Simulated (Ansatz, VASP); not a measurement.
# Tc (Tc(10-10)) in two plane-wave programs, part 2 of 2

Wanted: the spread between two codes on one cell, functional and k mesh.

VASP 6.6.1 and Ansatz 0.2.0.

So far: The starting structure; Ansatz: single point, PBEsol.

In doubt: too few empty bands were carried, so the values of those runs are not to be relied on.

## Step 3: VASP: single point, PBEsol

Level of this step: PBEsol; plane waves and PAW (Tc) (VASP).

The same cell, functional, mesh and smearing now go to VASP, with its own data sets and cutoff.

Lines of VASP's logs that name or quote its potential files are left out, and so is its time.

INCAR reads:

```
SYSTEM = Tc
PREC = Normal
ENCUT = 320
EDIFF = 1E-06
NELM = 120
ISMEAR = 1
SIGMA = 0.15
LREAL = .FALSE.
ALGO = Fast
GGA = PS
NBANDS = 54
LASPH = .TRUE.
LORBIT = 11
LWAVE = .FALSE.
LCHARG = .TRUE.
KPAR = 4
IDIPOL = 3
LDIPOL = .TRUE.
DIPOL = 0.5 0.5 0.5
LVHAR = .TRUE.
LVACPOTAV = .TRUE.
NEDOS = 1500
```

POSCAR reads:

```
Tc
1.0
    2.7178253313      0.0000000000      0.0000000000
    0.0000000000      4.3440897713      0.0000000000
    0.0000000000      0.0000000000     27.5530974931
Tc
12
Direct
    0.0000000000      0.0000000000      0.2766399798
    0.5000000000      0.0000000000      0.3569494001
    0.5000000000      0.5000000000      0.3014947956
    0.0000000000      0.0000000000      0.4434221539
    0.0000000000      0.5000000000      0.3853916119
    0.5000000000      0.0000000000      0.5288684382
    0.5000000000      0.5000000000      0.4711315618
    0.0000000000      0.0000000000      0.6146083881
    0.0000000000      0.5000000000      0.5565778461
    0.5000000000      0.0000000000      0.6985052044
    0.5000000000      0.5000000000      0.6430505999
    0.0000000000      0.5000000000      0.7233600202
```

KPOINTS reads:

```
Automatic mesh
0
Gamma
11 7 1
0 0 0
```

Potentials, in the order of the species: Tc (PBE family, release 64).

Command:

```sh
mpirun -np 4 vasp_std
```

Numbers of over 12 decimals in the logs are rounded to 6 here.

Output:

```text
[banner, memory and clock lines left out]
running    4 mpi-ranks, on    1 nodes
 distrk:  each k-point on    1 cores,    4 groups
 distr:  one band on    1 cores,    1 groups

 POSCAR found type information on POSCAR Tc
 POSCAR found :  1 types and      12 ions
|                                                                             |
|               ----> ADVICE to this user running VASP <----                  |
|                                                                             |
|     You enforced a specific xc type in the INCAR file but a different       |
|     [... a line on the potential file left out ...]
|     I HOPE YOU KNOW WHAT YOU ARE DOING!                                     |
|                                                                             |

 LDA part: xc-table for (Slater+PW92), standard interpolation
 POSCAR, INCAR and KPOINTS ok, starting setup
 FFT: planning ... GRIDC
 FFT: planning ... GRID_SOFT
 FFT: planning ... GRID
 WAVECAR not read
 entering main loop
       N       E                     dE             d eps       ncg     rms          rms(c)
DAV:   1     0.329619958869E+03    0.32962E+03   -0.28558E+04  2632   0.904E+02
DAV:   2    -0.105707047656E+03   -0.43533E+03   -0.40405E+03  3174   0.224E+02
DAV:   3    -0.140896094907E+03   -0.35189E+02   -0.33295E+02  3920   0.553E+01
DAV:   4    -0.142546069906E+03   -0.16500E+01   -0.15796E+01  3752   0.118E+01
DAV:   5    -0.142625523996E+03   -0.79454E-01   -0.78840E-01  4160   0.244E+00    0.601E+01
RMM:   6    -0.170497652821E+03   -0.27872E+02   -0.14226E+02  3908   0.284E+01    0.319E+01
RMM:   7    -0.264041930279E+03   -0.93544E+02   -0.33605E+02  4620   0.512E+01    0.371E+01
RMM:   8    -0.154632827034E+03    0.10941E+03   -0.46028E+01  3092   0.198E+01    0.242E+01
RMM:   9    -0.145431538049E+03    0.92013E+01   -0.19028E+01  3882   0.943E+00    0.202E+01
RMM:  10    -0.133059244869E+03    0.12372E+02   -0.12463E+01  3516   0.767E+00    0.902E+00
RMM:  11    -0.132546921255E+03    0.51232E+00   -0.24534E+00  3835   0.381E+00    0.703E+00
RMM:  12    -0.132629724176E+03   -0.82803E-01   -0.74249E-01  3892   0.188E+00    0.652E+00
RMM:  13    -0.131877269201E+03    0.75245E+00   -0.54267E-01  3720   0.148E+00    0.465E+00
RMM:  14    -0.131318642387E+03    0.55863E+00   -0.13722E+00  4143   0.230E+00    0.187E+00
[...]
RMM:  26    -0.131252367492E+03   -0.44392E-04   -0.20174E-05  3278   0.107E-02    0.834E-03
RMM:  27    -0.131252408275E+03   -0.40783E-04   -0.58331E-06  2432   0.558E-03    0.279E-03
RMM:  28    -0.131252442026E+03   -0.33752E-04   -0.55580E-06  2394   0.520E-03    0.360E-03
RMM:  29    -0.131252475109E+03   -0.33083E-04   -0.25243E-06  2026   0.423E-03    0.228E-03
RMM:  30    -0.131252488706E+03   -0.13597E-04   -0.96215E-07  1824   0.240E-03    0.150E-03
RMM:  31    -0.131252494007E+03   -0.53012E-05   -0.52302E-07  1600   0.175E-03    0.771E-04
RMM:  32    -0.131252495725E+03   -0.17176E-05   -0.27269E-07  1203   0.131E-03    0.604E-04
RMM:  33    -0.131252496094E+03   -0.36883E-06   -0.13756E-07   959   0.110E-03
|                                                                             |
|           W    W    AA    RRRRR   N    N  II  N    N   GGGG   !!!           |
|           W    W   A  A   R    R  NN   N  II  NN   N  G    G  !!!           |
|           W    W  A    A  R    R  N N  N  II  N N  N  G       !!!           |
|           W WW W  AAAAAA  RRRRR   N  N N  II  N  N N  G  GGG   !            |
|           WW  WW  A    A  R   R   N   NN  II  N   NN  G    G                |
|           W    W  A    A  R    R  N    N  II  N    N   GGGG   !!!           |
|                                                                             |
|     Did not find any points to average over, which means that no vacuum     |
|     field-free region was found. Please increase the size of  your cell     |
|     in the dimension of the dipole correction to obtain accurate            |
|     workfunction values.                                                    |
|                                                                             |

   1 F= -.13125250E+03 E0= -.13125171E+03  d E =-.235311E-02
```

From OUTCAR (step 3):

```text
ion  position               nearest neighbor table
   1  0.000  0.000  0.277-   2 2.60   2 2.60   3 2.65   3 2.65   3 2.65   3 2.65
   2  0.500  0.000  0.357-   1 2.60   1 2.60   3 2.66   3 2.66   5 2.68   5 2.68   5 2.68   5 2.68
                             4 2.74   4 2.74
   3  0.500  0.500  0.301-   1 2.65   1 2.65   1 2.65   1 2.65   2 2.66   2 2.66   5 2.68   5 2.68

  LATTYP: Found a simple orthorhombic cell.
 ALAT       =     2.7178253313
 B/A-ratio  =     1.5983697412
 C/A-ratio  =    10.1379206293

 Subroutine GETGRP returns: Found  8 space group operations
 (whereof  4 operations were pure point group operations)

The static configuration has the point symmetry C_2v.
 The point group associated with its full space group is D_2h.

 Found     24 irreducible k-points:

   k-points           NKPTS =     24   k-points in BZ     NKDIM =     24   number of bands    NBANDS=     54

   dimension x,y,z NGX =    12 NGY =   20 NGZ =  126
   dimension x,y,z NGXF=    24 NGYF=   40 NGZF=  252

   ENCUT  =  320.0 eV  23.52 Ry    4.85 a.u.   3.96  6.34 40.19*2*pi/ulx,y,z

   NELECT =      84.0000    total number of electrons

 k-points in reciprocal lattice and weights: Automatic mesh
   0.00000000  0.00000000  0.00000000       0.013
   0.09090909  0.00000000  0.00000000       0.026
   0.18181818  0.00000000  0.00000000       0.026
   0.27272727  0.00000000  0.00000000       0.026
   0.36363636  0.00000000  0.00000000       0.026
   0.45454545  0.00000000  0.00000000       0.026
   0.00000000  0.14285714  0.00000000       0.026
   0.09090909  0.14285714  0.00000000       0.052
   0.18181818  0.14285714  0.00000000       0.052
[...]
0.36363636  0.42857143  0.00000000       0.052
   0.45454545  0.42857143  0.00000000       0.052

 dipolmoment           0.000000      0.000000     -0.000000 electrons x Angstroem

 average (electrostatic) potential at core
       1 -72.6911       2 -72.9310       3 -72.8669       4 -72.7529       5 -72.8082
       6 -72.7475       7 -72.7475       8 -72.8082       9 -72.7529      10 -72.8669
      11 -72.9310      12 -72.6911

 E-fermi :   4.7723

 k-point     1 :       0.0000    0.0000    0.0000
  band No.  band energies     occupation
    ...
     44       4.3324      2.00027
     45       4.4328      2.00624
     46       4.7050      1.68157
     47       4.7292      1.46497
     48       4.8168      0.52163
     49       4.9293     -0.05864
     50       4.9871     -0.06111
     51       5.1336     -0.00345
     52       5.8588     -0.00000
     53       5.9213     -0.00000
    ...

 k-point     2 :       0.0909    0.0000    0.0000
  band No.  band energies     occupation
    ...
     44       4.3817      2.00144
     45       4.5961      2.07008
     46       4.6190      2.05448
     47       4.6816      1.84437
     48       4.8129      0.55949
     49       4.8361      0.34730
     50       4.8495      0.24357
     51       5.6646     -0.00000
     52       5.6681     -0.00000
     53       5.8452     -0.00000
    ...

 k-point     3 :       0.1818    0.0000    0.0000
  band No.  band energies     occupation
    ...
     43       4.3739      2.00112
     44       4.5576      2.06114
     45       4.6886      1.80034
     46       4.7113      1.62920
     47       4.7369      1.38767
     48       4.9757     -0.06649
     49       5.1385     -0.00300
     50       5.2809     -0.00002
     51       5.7215     -0.00000
     52       5.8071     -0.00000
    ...

  Total       -4.6987835     -7.9027453     -0.6151216      0.0000000      0.0000000      0.0000000
  in kB      -23.1422326    -38.9222379     -3.0295685      0.0000000      0.0000000      0.0000000
  external PRESSURE =     -21.6980130 kB  Pullay stress =       0.0000000 kB

  energy-cutoff  :      320.00
  volume of cell :      325.31
      direct lattice vectors                 reciprocal lattice vectors
     2.717825331  0.000000000  0.000000000     0.367941232  0.000000000  0.000000000
     0.000000000  4.344089771  0.000000000     0.000000000  0.230197821  0.000000000
     0.000000000  0.000000000 27.553097493     0.000000000  0.000000000  0.036293560

 POSITION                                       TOTAL-FORCE (eV/Angst)
 -----------------------------------------------------------------------------------
      0.00000      0.00000      7.62229         0.000000      0.000000     -0.023316
      1.35891      0.00000      9.83506         0.000000      0.000000      0.019899
      1.35891      2.17204      8.30712         0.000000      0.000000      0.015533
      0.00000      0.00000     12.21765         0.000000      0.000000     -0.010673
      0.00000      2.17204     10.61873         0.000000      0.000000      0.000626
      1.35891      0.00000     14.57196         0.000000      0.000000     -0.011622
      1.35891      2.17204     12.98113         0.000000      0.000000      0.011622
      0.00000      0.00000     16.93436         0.000000      0.000000     -0.000626
      0.00000      2.17204     15.33544         0.000000      0.000000      0.010673
      1.35891      0.00000     19.24598         0.000000      0.000000     -0.015533
      1.35891      2.17204     17.71804         0.000000      0.000000     -0.019899
      0.00000      2.17204     19.93081         0.000000      0.000000      0.023316
 -----------------------------------------------------------------------------------
    total drift:                                0.000000     -0.000000     -0.000000

  FREE ENERGIE OF THE ION-ELECTRON SYSTEM (eV)
  ---------------------------------------------------
  free  energy   TOTEN  =      -131.2524960939 eV

  energy  without entropy=     -131.2501429859  energy(sigma->0) =     -131.25171172

 vacuum level on the upper side and lower side of the slab         9.378         9.378

 total charge
# of ion       s       p       d       tot
------------------------------------------
    1        0.577   0.499   5.505   6.580
    2        0.602   0.790   5.509   6.901
    3        0.593   0.652   5.462   6.707
    4        0.590   0.745   5.487   6.823
    5        0.586   0.769   5.496   6.851
    6        0.592   0.753   5.492   6.837
    7        0.592   0.753   5.492   6.837
    8        0.586   0.769   5.496   6.851
    9        0.590   0.745   5.487   6.823
   10        0.593   0.652   5.462   6.707
   11        0.602   0.790   5.509   6.901
   12        0.577   0.499   5.505   6.580
--------------------------------------------------
tot          7.080   8.418  65.901  81.399

[... 3 further parts left out ...]
```

The data set Tc keeps the semicore shell frozen, which is cheaper and a little less accurate.

## Step 4: Differences

Known differences besides the PAW data sets themselves: the data sets hold 180 valence electrons in Ansatz (default PAW (the set named soft_2) files) and 84 in VASP; the cutoff is 500 eV in Ansatz and 320 eV in VASP (PREC = Normal); Ansatz makes its cores anew for this functional, VASP keeps those of its PBE data sets. Total energies have different zeros and are not compared.

Both answers:

| quantity | Ansatz | VASP | difference |
| --- | --- | --- | --- |
| work function, lower of the two faces (eV) | 4.61 | 4.61 | 0.00 |
| work function, higher of the two faces (eV) | 4.61 | 4.61 | 0.00 |

At this near-relaxed geometry the largest component of a force difference is 226 meV/Å.

## Step 5: Further runs

The difference is large enough to ask for its cause, so further runs change the set-up of one program at a time, as the table lists.

| run | r.m.s. force difference (meV/Å) |
| --- | --- |
| as above | 66 |
| cores kept as stored, as VASP does, whose cores stay as stored | 66 |
| Ansatz's larger PAW set (cutoff 600 eV) | 66 |
| norm-conserving potentials (cutoff 1143 eV) | 73 |

## Step 6: Results

```yaml
r_m_s_force_difference_single_point_pbesol: 66 meV/Å
```

What this shows: The r.m.s. force difference is 66 meV/Å (single point, PBEsol), beyond the 12 meV/Å picked in this series as the mark of a large difference. For single point, PBEsol: no further run halves the r.m.s. force difference; only Ansatz's side was varied, and Ansatz's runs with other potentials lie closer to each other than to VASP, which for this quantity points to VASP's side; this was not tested here. How closely two codes agree says nothing of how well the functional describes the real material.

[Lines on the potential files, build, host, timing and source positions are cut from VASP's logs without a mark.]

[Logs are printed without paths, hosts, clocks, repeated set-up lines and the standing remarks that a program may print on its own settings, such as how far it seeks lower states.]

[Hosts, paths, dates, database ids (printed as entryN), source tags and the programs' standing remarks are cut or masked in the printed files.]
